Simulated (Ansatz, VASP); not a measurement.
**Cross-check of Zr (Zirconium) between VASP and Ansatz**

One calculation is typed for both programs; each brings its own data sets. How far apart do they land? The structure shown is the end of the Ansatz relaxation below.

Calculated with Ansatz 0.2.0; plane waves, with VASP 6.6.1 beside it; single point at PBEsol.

### Step 1. Set-up

It takes space group P6_3/mmc (No. 194, hexagonal). Conventional cell: a = 3.134 Å, b = 3.134 Å, c = 5.070 Å, α = 90.00°, β = 90.00°, γ = 120.00°. Nearest to Zr lie 12 Zr at 3.11 to 3.13 Å.

### Step 2. Ansatz: relaxation, PBEsol

Ansatz runs on its PAW soft_1 files.

This run makes the geometry at which the two programs are then compared.

File input.yaml:

```yaml
crystal:
  lattice:
    - [3.1376349735, 0.0, 0.0]
    - [-1.5688174868, 2.7172715948, 0.0]
    - [0.0, 0.0, 5.0584782616]
  atoms:
    - { symbol: Zr, position: [0.3333333333, 0.6666666667, 0.25] }
    - { symbol: Zr, position: [0.6666666667, 0.3333333333, 0.75] }
kpoints:
  mp_grid: { grid: [15, 15, 8] }
hamiltonian:
  xc: pbesol
  pseudopotentials: { kind: paw, azcp: { folder: soft_1 }, xc_functional: pbe }
scf:
  occupations: { method: methfessel_paxton, width: 0.2 }
output:
  forces: true
  stress: true
  eigenvalues: true
relax:
  adjacent_minimum: "off"
  f_tol: 0.001
  max_steps: 60
  cell: { stress_tol: 0.01, fix: [volume] }
```

On the command line:

```bash
ansatz run input.yaml --threads 4 --pin off --max-ram 10240MiB --backend cpu --events-out ev --progress --plain --runs-dir out
```

Numbers of over 12 decimals in the logs are rounded to 6 here.

The program printed:

```text
Engine: ansatz 0.2.0, aarch64-unknown-linux-gnu
Pseudopotentials: kind: paw
Pseudopotential: Zr, paw, valence charge 12, recommended cutoff 420 eV (normal), soft_1/Zr.paw.azcp
Functional definition: PBEsol
  exchange = pbesol_x
  correlation = pbesol_c
Crystal: 2 atoms, lattice volume = 43.128 Å³
Basis set: ecut = 420 eV, 845 PW (Γ), exchange–correlation on 48×48×72 points (8 copies of the dense FFT grid, shifted against one another)
Bands: 16, of which v1, the nominal top of the filled ones, is band 12 counted from 1 (11 counted from 0)
Symmetry: 24 space group operations
Space group: P63/mmc (ITA 194), of the structure as read, at distance tolerance 3.5e-5 Å
k-points: 135 of 1800
Non-local potential: Zr, projectors of the file, l = 0: 3, l = 1: 2, l = 2: 2, l = 3: 1
PAW form: soft (Blöchl's): semilocal exchange-correlation on the pseudo side does not see the compensation charge
PAW frozen core: Zr, regenerated for the run's functional, and the local potential with it (the file was generated under x = pbe(κ = 0.804, μ = 0.219515), c = pbe(β = 0.066725))
PAW one-centre angular grid: Zr, 590 points (default); XC on 64 Gauss nodes
Initial density: superposition of atomic densities (chi_scale 0.1, normalization cell)
Initial wavefunctions: pseudopotential atomic-orbital guess
Functional: x = pbesol(κ = 0.804, μ = 0.123457), c = pbesol(β = 0.046)
SCF iter   1: F=—  HF=-8257.479908 eV  |F-HF|=—  |Δ(HF+E_count)|=         —  Δρ=3.04e-2  dr2=4.92e-1  ethr=3.10e-3  ⟨swp⟩=5.0  Hψ=9067  notcnv=0
preconditioner: auto → none  [metal: Δε(μ)=0.013 eV  Ē_g=3.480 eV  σ=0.200 eV  W_gap=0.06  n_scr=8 (ndim 8)  ℏωp=16.0 eV  f_vac=0.000  D(μ)=1.92/eV (n_scr^D=22)  sad-step TF]
SCF iter   2: F=—  HF=-8257.356601 eV  |F-HF|=—  |Δ(HF+E_count)|=   1.23e-1  S|Δr|=    0.00e0  Δρ=1.87e-2  dr2=1.81e-1  ethr=2.05e-3  ⟨swp⟩=1.8  Hψ=3463  notcnv=0
SCF iter   3: F=—  HF=-8257.292638 eV  |F-HF|=—  |Δ(HF+E_count)|=   6.40e-2  S|Δr|=    0.00e0  Δρ=1.14e-3  dr2=5.17e-4  ethr=7.56e-4  ⟨swp⟩=3.0  Hψ=4276  notcnv=0
SCF iter   4: F=—  HF=-8257.292575 eV  |F-HF|=—  |Δ(HF+E_count)|=   6.24e-5  S|Δr|=    0.00e0  Δρ=2.08e-4  dr2=7.32e-6  ethr=2.16e-6  ⟨swp⟩=2.0  Hψ=3746  notcnv=0
SCF iter   5: F=—  HF=-8257.292572 eV  |F-HF|=—  |Δ(HF+E_count)|=   2.79e-6  S|Δr|=    0.00e0  Δρ=3.03e-5  dr2=1.35e-7  ethr=3.05e-8  ⟨swp⟩=2.0  Hψ=3783  notcnv=0
SCF iter   6: F=-8257.292572 eV  HF=-8257.292572 eV  |F-HF|=4.84e-9  |Δ(HF+E_count)|=   9.23e-8  S|Δr|=    0.00e0  Δρ=4.65e-6  dr2=8.21e-9  ethr=4.17e-10  ⟨swp⟩=5.0  Hψ=9473  notcnv=0
SCF 1 converged in 6 iterations: F = -8257.292572 eV  dr2 = 8.21e-9
  greatest PAW one-centre occupation: 0.996 electrons in one spin orbital (limit 2), on the Zr atom at site 1 (counted from 0), in its partial waves of l = 0
relax step   1: F+E_penalty+E_count = -8257.29257247 eV  Δ(F+E_penalty+E_count) = +0.000e0 eV  max|allowed force component| = 3.701e-17 eV/Å  Δτ_max = 0.0000 Å  P = +4.285 GPa  Ω = 43.128 Å³  fix = [volume]  reactions: volume +4.285 GPa  (6 SCF iters, dr2 threshold 1.00e-7 eV, accepted)
[...]
relax step   2: F+E_penalty+E_count = -8257.29268139 eV  Δ(F+E_penalty+E_count) = -1.089e-4 eV  max|allowed force component| = 7.401e-17 eV/Å  Δτ_max = 0.0000 Å  P = +4.244 GPa  Ω = 43.128 Å³  energy of the carried Pulay correction = -6.135e-8 eV  fix = [volume]  reactions: volume +4.244 GPa  (3 SCF iters, dr2 threshold 1.24e-7 eV, accepted)
[...]
relax step   3: F+E_penalty+E_count = -8257.29268123 eV  Δ(F+E_penalty+E_count) = +1.609e-7 eV  max|allowed force component| = 1.110e-16 eV/Å  Δτ_max = 0.0000 Å  P = +4.244 GPa  Ω = 43.128 Å³  fix = [volume]  reactions: volume +4.244 GPa  stress off target by 6.34e-3 GPa on what of the cell is left free  SCF on the basis re-selected at this cell (its energy is not comparable with the rows above)  (5 SCF iters)
basis re-selected at this cell: Δ(F+E_penalty+E_count) = +1.609e-7 eV, ΔP = +0.000 GPa vs the last step (what re-selecting the basis moved, of the pressure what is left beyond the Pulay correction that the steps carried, after the strain that the cell walked since its last selection, with what the two solves' SCF thresholds leave and, on support functions, any second-order correction that the steps lacked; it is no m [...]
SCF converged after 5 iterations
Stability not checked: this state was not tested for a lower state beside it, because cold or Methfessel-Paxton smearing, or corrected tetrahedra, fill the levels in a way that the test cannot read (fill_not_monotonic; see scf.lower_state_search)
Free energy (F): -8257.292681 eV
Harris-Foulkes:  -8257.292681 eV  (|F-HF|=1.82e-12)
Internal energy: -8257.294436 eV  (E = F + TS)
E sigma→0 (E₀):  -8257.293120 eV
Entropy (-TS):   0.001754 eV (0.877 meV/atom)
Fermi energy:    15.141552 eV
--- Per-component energies (eV) ---
  E_band       = -163.697559
  E_kinetic    = 635.081398
  E_local      = -1138.542667  (includes V_loc(G=0)·N_el)
  E_nonlocal   = 154.426019
  E_hartree    = 371.151738
  E_xc         = -308.102864
  E_vxc        = -365.855685  (∫ρ·V_xc dr)
  E_paw        = -5820.074050  (= ΣΔE_a)
  E_vpaw       = -191.110052  (= ΣTr[D̂ρ^β])
  E_aug_tail   = -0.000049  (compensation charges beyond the density's cutoff)
  E_ewald      = -2151.565402
  E_core_change = 0.331442  (= ΣΔE_core)
  E_smearing   = 0.001754  (= −TS)
  E_closure    = -0.000000  (closes the sum)
  Σ components = -8257.292681   (vs F -8257.292681, Δ=0.00e0)
--- Forces (eV/Å), atoms counted from 1 ---
  atom   1  Zr     0.00000000     0.00000000    -0.00000000
  atom   2  Zr    -0.00000000    -0.00000000     0.00000000
  max |Σ_I F_I| component: 1.85e-17 eV/Å
--- Stress (GPa, compression-positive) ---
        4.240923      -0.000000      -0.000000
       -0.000000       4.240923       0.000000
       -0.000000       0.000000       4.250428
  P = ⅓ Tr σ = 4.2441 GPa (42.441 kbar)
--- Band table (eV; the first three rows and the last of 135) ---
  k-point 0: bands = [... 8 lower, 9.3361, 11.8717, 16.0153, 16.0153, 16.0173, 16.4978, 16.7485, 16.7485]
  k-point 1: bands = [... 8 lower, 9.4764, 11.8744, 15.9124, 15.9512, 15.9512, 16.2331, 16.6482, 16.6482]
  k-point 2: bands = [... 8 lower, 9.8756, 11.8325, 15.6381, 15.6575, 15.8565, 15.8565, 16.4094, 16.4094]
  k-point 134: bands = [... 8 lower, 13.5292, 13.5292, 13.7645, 13.7645, 15.1912, 15.1912, 17.2404, 17.2404]
--- Relaxed structure (2 steps of the walk, 2 accepted, 1 SCFs on fresh bases) ---
  F+E_penalty+E_count = -8257.29268123 eV   max|allowed force component| = 1.110e-16 eV/Å   (the final SCF, on the basis selected at the relaxed cell)
  cell:  # Å, volume = 43.1276 Å³
    - [3.133937, 2.883346205654909e-11, 0]
    - [-1.566968, 2.714069, 0]
    - [0, 0, 5.070425]
  atoms:
    - { symbol: Zr, position: [0.333333, 0.666667, 0.250000] }
    - { symbol: Zr, position: [0.666667, 0.333333, 0.75] }
```

Reading the cycles: dr2 is the Hartree energy of the density residual (eV), the measure of convergence; HF is the Harris–Foulkes estimate of the energy, which meets the free energy F at convergence.

### Step 3. VASP: single point, PBEsol, pair 1

The same cell, functional, mesh and smearing now go to VASP, with its own data sets.

Lines of VASP's logs that name or quote its potential files are left out, and so is its time.

File INCAR:

```
SYSTEM = Zr
PREC = Accurate
ENCUT = 500
EDIFF = 1E-06
NELM = 120
ISMEAR = 1
SIGMA = 0.2
LREAL = .FALSE.
ALGO = Normal
GGA = PS
NBANDS = 18
LASPH = .TRUE.
LORBIT = 11
LWAVE = .FALSE.
LCHARG = .FALSE.
ISIF = 2
GGA_COMPAT = .FALSE.
KPAR = 2
```

File POSCAR:

```
Zr
1.0
    3.1339365080      0.0000000000      0.0000000000
   -1.5669682540      2.7140686298      0.0000000000
    0.0000000000      0.0000000000      5.0704246723
Zr
2
Direct
    0.3333333333      0.6666666667      0.2500000000
    0.6666666667      0.3333333333      0.7500000000
```

File KPOINTS:

```
Automatic mesh
0
Gamma
15 15 8
0 0 0
```

The projector-augmented-wave data sets are Zr_sv (PBE family, release 64).

On the command line:

```bash
mpirun -np 2 vasp_std
```

The program printed:

```text
[banner, memory and clock lines left out]
running    2 mpi-ranks, on    1 nodes
 distrk:  each k-point on    1 cores,    2 groups
 distr:  one band on    1 cores,    1 groups

 POSCAR found type information on POSCAR Zr
 POSCAR found :  1 types and       2 ions
|                                                                             |
|               ----> ADVICE to this user running VASP <----                  |
|                                                                             |
|     You enforced a specific xc type in the INCAR file but a different       |
|     [... a line on the potential file left out ...]
|     I HOPE YOU KNOW WHAT YOU ARE DOING!                                     |
|                                                                             |

 LDA part: xc-table for (Slater+PW92), standard interpolation
 POSCAR, INCAR and KPOINTS ok, starting setup
 FFT: planning ... GRIDC
 FFT: planning ... GRID_SOFT
 FFT: planning ... GRID
 WAVECAR not read
 entering main loop
       N       E                     dE             d eps       ncg     rms          rms(c)
DAV:   1     0.211566353624E+03    0.21157E+03   -0.13239E+04  4876   0.130E+03
DAV:   2    -0.300704166423E+01   -0.21457E+03   -0.21100E+03  5658   0.380E+02
DAV:   3    -0.184948231387E+02   -0.15488E+02   -0.15316E+02  8798   0.737E+01
DAV:   4    -0.188497157101E+02   -0.35489E+00   -0.35447E+00  5666   0.118E+01
DAV:   5    -0.188602915555E+02   -0.10576E-01   -0.10572E-01  7218   0.141E+00    0.174E+01
DAV:   6    -0.182505019180E+02    0.60979E+00   -0.91374E-01  5210   0.765E+00    0.717E+00
DAV:   7    -0.181317193396E+02    0.11878E+00   -0.62938E-01  7068   0.546E+00    0.115E+00
DAV:   8    -0.181367670385E+02   -0.50477E-02   -0.39407E-02  6322   0.162E+00    0.266E-01
DAV:   9    -0.181370052726E+02   -0.23823E-03   -0.13148E-03  6252   0.343E-01    0.314E-02
DAV:  10    -0.181369765387E+02    0.28734E-04   -0.37858E-05  6874   0.415E-02    0.242E-02
DAV:  11    -0.181369780397E+02   -0.15010E-05   -0.99114E-06  5278   0.368E-02    0.289E-03
DAV:  12    -0.181369779308E+02    0.10888E-06   -0.28531E-07  2958   0.385E-03
   1 F= -.18136978E+02 E0= -.18137562E+02  d E =0.175119E-02
```

From OUTCAR (step 3):

```text
ion  position               nearest neighbor table
   1  0.333  0.667  0.250-   2 3.11   2 3.11   2 3.11   2 3.11   2 3.11   2 3.11
   2  0.667  0.333  0.750-   1 3.11   1 3.11   1 3.11   1 3.11   1 3.11   1 3.11

  LATTYP: Found a hexagonal cell.
 ALAT       =     3.1339365080
 C/A-ratio  =     1.6179091884

 Subroutine GETGRP returns: Found 24 space group operations
 (whereof 12 operations were pure point group operations)

The static configuration has the point symmetry D_3d.
 The point group associated with its full space group is D_6h.

 Found    135 irreducible k-points:

   k-points           NKPTS =    135   k-points in BZ     NKDIM =    135   number of bands    NBANDS=     18

   dimension x,y,z NGX =    24 NGY =   24 NGZ =   40
   dimension x,y,z NGXF=    48 NGYF=   48 NGZF=   80

   ENCUT  =  500.0 eV  36.75 Ry    6.06 a.u.   5.71  5.71  9.24*2*pi/ulx,y,z

   NELECT =      24.0000    total number of electrons

 k-points in reciprocal lattice and weights: Automatic mesh
   0.00000000  0.00000000  0.00000000       0.001
   0.06666667  0.00000000  0.00000000       0.003
   0.13333333  0.00000000  0.00000000       0.003
   0.20000000  0.00000000  0.00000000       0.003
   0.26666667  0.00000000  0.00000000       0.003
   0.33333333  0.00000000  0.00000000       0.003
   0.40000000 -0.00000000  0.00000000       0.003
   0.46666667 -0.00000000  0.00000000       0.003
   0.06666667  0.06666667  0.00000000       0.003
[...]
0.33333333  0.26666667  0.50000000       0.007
   0.33333333  0.33333333  0.50000000       0.001

 average (electrostatic) potential at core
       1 -73.3369       2 -73.3369

 E-fermi :   9.7586

 k-point     1 :       0.0000    0.0000    0.0000
  band No.  band energies     occupation
    ...
      6     -16.2773      2.00000
      7     -16.2562      2.00000
      8     -16.2562      2.00000
      9       3.9451      2.00000
     10       6.4851      2.00000
     11      10.6341     -0.00000
     12      10.6341     -0.00000
     13      10.6355     -0.00000
     14      11.1135     -0.00000
     15      11.3673     -0.00000
    ...

 k-point     2 :       0.0667    0.0000    0.0000
  band No.  band energies     occupation
    ...
      6     -16.2992      2.00000
      7     -16.2841      2.00000
      8     -16.2617      2.00000
      9       4.0840      2.00000
     10       6.6151      2.00000
     11      10.2313     -0.00417
     12      10.7635     -0.00000
     13      10.8163     -0.00000
     14      10.9593     -0.00000
     15      11.2425     -0.00000
    ...

 k-point     3 :       0.1333    0.0000    0.0000
  band No.  band energies     occupation
    ...
      7     -16.3045      2.00000
      8     -16.2782      2.00000
      9       4.4812      2.00000
     10       6.9672      2.00000
     11       9.7429      1.13301
     12      10.1127     -0.03119
     13      10.8854     -0.00000
     14      11.1464     -0.00000
     15      11.3609     -0.00000
     16      11.6647     -0.00000
    ...

  Total        1.1546715      1.1546715      1.1548033      0.0000000      0.0000000      0.0000000
  in kB       42.8956930     42.8956930     42.9005894      0.0000000      0.0000000      0.0000000
  external PRESSURE =      42.8973251 kB  Pullay stress =       0.0000000 kB

  energy-cutoff  :      500.00
  volume of cell :       43.13
      direct lattice vectors                 reciprocal lattice vectors
     3.133936508  0.000000000  0.000000000     0.319087511  0.184225260  0.000000000
    -1.566968254  2.714068630  0.000000000     0.000000000  0.368450521  0.000000000
     0.000000000  0.000000000  5.070424672     0.000000000  0.000000000  0.197222139

 POSITION                                       TOTAL-FORCE (eV/Angst)
 -----------------------------------------------------------------------------------
     -0.00000      1.80938      1.26761        -0.000000      0.000000      0.000000
      1.56697      0.90469      3.80282         0.000000      0.000000      0.000000
 -----------------------------------------------------------------------------------
    total drift:                                0.000000     -0.000000      0.000000

  FREE ENERGIE OF THE ION-ELECTRON SYSTEM (eV)
  ---------------------------------------------------
  free  energy   TOTEN  =       -18.1369779308 eV

  energy  without entropy=      -18.1387291210  energy(sigma->0) =      -18.13756166

 total charge
# of ion       s       p       d       tot
------------------------------------------
    1        2.249   5.958   1.717   9.923
    2        2.249   5.958   1.717   9.923
--------------------------------------------------
tot          4.497  11.915   3.433  19.846

[... 3 further parts left out ...]
```

The run ends at a pressure of 4.29 GPa.

### Step 4. Side by side

Known differences besides the potentials themselves: the cutoff is 420 eV in Ansatz and 500 eV in VASP; Ansatz makes its cores anew for this functional, VASP keeps those of its PBE data sets; Ansatz's pressure holds a Pulay correction, VASP's none. Total energies have different zeros and are not compared.

Both answers:

```tsv
quantity	Ansatz	VASP	difference
pressure (GPa)	4.24	4.29	-0.05
```

### Step 5. Ansatz: relaxation, PBEsol

This run makes the geometry at which the two programs are then compared. The cell compared in this pair holds 44.03 Å³, against 43.13 Å³ for the pair before.

The structure compared here is the end of the Ansatz relaxation.

input.yaml: that of step 2 with these lines changed.

```diff
@@ -2,5 +2,5 @@
   lattice:
-    - [3.1376349735, 0.0, 0.0]
-    - [-1.5688174868, 2.7172715948, 0.0]
-    - [0.0, 0.0, 5.0584782616]
+    - [3.1623257215, 0.0, 0.0]
+    - [-1.5811628608, 2.7386544098, 0.0]
+    - [0.0, 0.0, 5.0835413914]
   atoms:
```

On the command line:

```bash
ansatz run input.yaml --threads 4 --pin off --max-ram 10240MiB --backend cpu --events-out ev --progress --plain --runs-dir out
```

The program printed:

```text
[...]
Crystal: 2 atoms, lattice volume = 44.026 Å³
Basis set: ecut = 420 eV, 845 PW (Γ), exchange–correlation on 48×48×72 points (8 copies of the dense FFT grid, shifted against one another)
Bands: 16, of which v1, the nominal top of the filled ones, is band 12 counted from 1 (11 counted from 0)
Symmetry: 24 space group operations
[...]
k-points: 135 of 1800
[...]
k-point 134: bands = [... 8 lower, 13.2169, 13.2169, 13.4355, 13.4355, 14.8130, 14.8130, 16.8641, 16.8641]
--- Relaxed structure (2 steps of the walk, 2 accepted, 1 SCFs on fresh bases) ---
[...]
cell:  # Å, volume = 44.0261 Å³
    - [3.159275, 2.8839642174063682e-11, 0.0]
    - [-1.579637, 2.736012, 0.0]
    - [0.0, 0.0, 5.093365]
  atoms:
    - { symbol: Zr, position: [0.333333, 0.666667, 0.250000] }
    - { symbol: Zr, position: [0.666667, 0.333333, 0.750000] }
[key lines of the parts left out:]
SCF converged after 5 iterations
Free energy (F): -8257.310226 eV
Fermi energy:    14.790374 eV
P = ⅓ Tr σ = 2.0417 GPa (20.417 kbar)
```

### Step 6. VASP: single point, PBEsol, pair 2

The same cell, functional, mesh and smearing now go to VASP, with its own data sets.

INCAR is that of step 3.

File POSCAR:

```
Zr
1.0
    3.1592745192      0.0000000000      0.0000000000
   -1.5796372596      2.7360119911      0.0000000000
    0.0000000000      0.0000000000      5.0933654210
Zr
2
Direct
    0.3333333333      0.6666666667      0.2500000000
    0.6666666667      0.3333333333      0.7500000000
```

KPOINTS is that of step 3.

On the command line:

```bash
mpirun -np 2 vasp_std
```

The program printed:

```text
[banner, memory and clock lines left out]
running    2 mpi-ranks, on    1 nodes
[...]
[... a notice as in an earlier step ...]

 LDA part: xc-table for (Slater+PW92), standard interpolation
 POSCAR, INCAR and KPOINTS ok, starting setup
[...]
entering main loop
       N       E                     dE             d eps       ncg     rms          rms(c)
DAV:   1     0.209024385655E+03    0.20902E+03   -0.13177E+04  4868   0.129E+03
DAV:   2    -0.310625973424E+01   -0.21213E+03   -0.20883E+03  5666   0.376E+02
DAV:   3    -0.185323117128E+02   -0.15426E+02   -0.15280E+02  8812   0.735E+01
DAV:   4    -0.188976876695E+02   -0.36538E+00   -0.36504E+00  5594   0.119E+01
[...]
DAV:  10    -0.181550747719E+02    0.27130E-04   -0.42916E-05  6890   0.413E-02    0.243E-02
DAV:  11    -0.181550760257E+02   -0.12538E-05   -0.98915E-06  5334   0.369E-02    0.249E-03
DAV:  12    -0.181550759802E+02    0.45515E-07   -0.30050E-07  2970   0.404E-03
   1 F= -.18155076E+02 E0= -.18155710E+02  d E =0.190281E-02
```

[end of part 1 of 2]

[Lines on the potential files, build, host, timing and source positions are cut from VASP's logs without a mark.]

[Logs are printed without paths, hosts, clocks, repeated set-up lines and the standing remarks that a program may print on its own settings, such as how far it seeks lower states.]

[Hosts, paths, dates, database ids (printed as entryN), source tags and the programs' standing remarks are cut or masked in the printed files.]
